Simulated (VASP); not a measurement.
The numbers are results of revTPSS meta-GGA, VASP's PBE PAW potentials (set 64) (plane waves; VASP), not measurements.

VASP ran on this input.

**INCAR**
```
SYSTEM = SnO
PREC = Accurate
ENCUT = 520
EDIFF = 1E-7
NELM = 100
ALGO = Normal
LREAL = .FALSE.
LASPH = .TRUE.
ISMEAR = 0
SIGMA = 0.05
METAGGA = RTPSS
LMIXTAU = .TRUE.
LMAXMIX = 4
LWAVE = .FALSE.
LCHARG = .FALSE.
ISIF = 4
IBRION = 2
NSW = 30
EDIFFG = -0.01
```

**KPOINTS**
```
kpoints
0
G
6 6 5
```

File POSCAR:
```
SnO
1
    3.8307378931     0.0000000000     0.0000000000
    0.0000000000     3.8307378931     0.0000000000
    0.0000000000     0.0000000000     4.6821256521
Sn O
2 2
Direct
  0.5000000000   0.0000000000   0.7523147289
  0.0000000000   0.5000000000   0.2476852711
  0.5000000000   0.5000000000   0.0000000000
  0.0000000000   0.0000000000   0.0000000000
```

POTCAR, in this order: Sn_d O (PBE.64 set). Program: vasp_std.

**Question.** What will the output report for the number of irreducible k-points (NKPTS), largest plane-wave count, number of space-group operations, FFT grid (NGX, NGY, NGZ)?

**Answer.** 
```
Quantity                                       Value
--------------------------------------  ------------
number of irreducible k-points (NKPTS)            30
largest plane-wave count                        1864
number of space-group operations                  16
FFT grid (NGX, NGY, NGZ)                28 × 28 × 36
```

The compound is SnO in the litharge structure. This run relaxes it. Symmetry was kept, so distortions that lower it aren't found.
